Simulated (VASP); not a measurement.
All values below come from revPBE GGA, VASP's PBE PAW potentials (set 64) (plane waves; VASP).

VASP ran on this input.

KPOINTS:
```
Automatic mesh
0
Gamma
7 7 7
0 0 0
```

### INCAR
```
! general
SYSTEM  = PbSe
PREC    = Accurate
ENCUT   = 520
LREAL   = F   ! projection in real space or not
LASPH   = T   ! aspherical one-centre terms

! electronic loop
EDIFF   = 1E-7
NELM    = 100   ! most electronic steps
ALGO    = Normal   ! blocked Davidson
LMAXMIX = 4   ! l cut-off of mixed one-centre charges

! smearing
ISMEAR  = 0
SIGMA   = 0.05

! functional
GGA     = RE   ! revPBE

! ions
ISIF    = 2

! output
LWAVE   = F
LCHARG  = F
```

File POSCAR:
```
PbSe
1
    0.0000000000     3.1041513741     3.1041513741
    3.1041513741     0.0000000000     3.1041513741
    3.1041513741     3.1041513741     0.0000000000
Pb Se
1 1
Direct
  0.0000000000   0.0000000000   0.0000000000
  0.5000000000   0.5000000000   0.5000000000
```

POTCAR, in this order: Pb_d Se (PBE.64 set). Program: vasp_std.

### Question
Estimate the energy per atom (σ→0), pressure.

### Answer

* **energy per atom (σ→0)**: -3.800 eV/atom
* **pressure**: 1.40 GPa

**OSZICAR**
```
...
DAV:   9    -0.759989444947E+01    0.51148E-03   -0.31147E-03   840   0.641E-01    0.670E-02
DAV:  10    -0.760007404047E+01   -0.17959E-03   -0.36500E-04   584   0.138E-01    0.234E-02
DAV:  11    -0.760009993843E+01   -0.25898E-04   -0.13697E-04   616   0.129E-01    0.908E-03
DAV:  12    -0.760010037755E+01   -0.43911E-06   -0.75393E-06   710   0.189E-02    0.335E-03
DAV:  13    -0.760010086295E+01   -0.48541E-06   -0.19253E-06   602   0.930E-03    0.212E-03
DAV:  14    -0.760010096615E+01   -0.10320E-06   -0.78979E-08   544   0.314E-03    0.711E-04
DAV:  15    -0.760010098373E+01   -0.17578E-07   -0.34314E-08   352   0.244E-03
   1 F= -.76001010E+01 E0= -.76001010E+01  d E =-.108281E-11
```

The compound is PbSe in the rock salt structure. This cell is one point of a volume scan, at 0.97 of the reference volume.
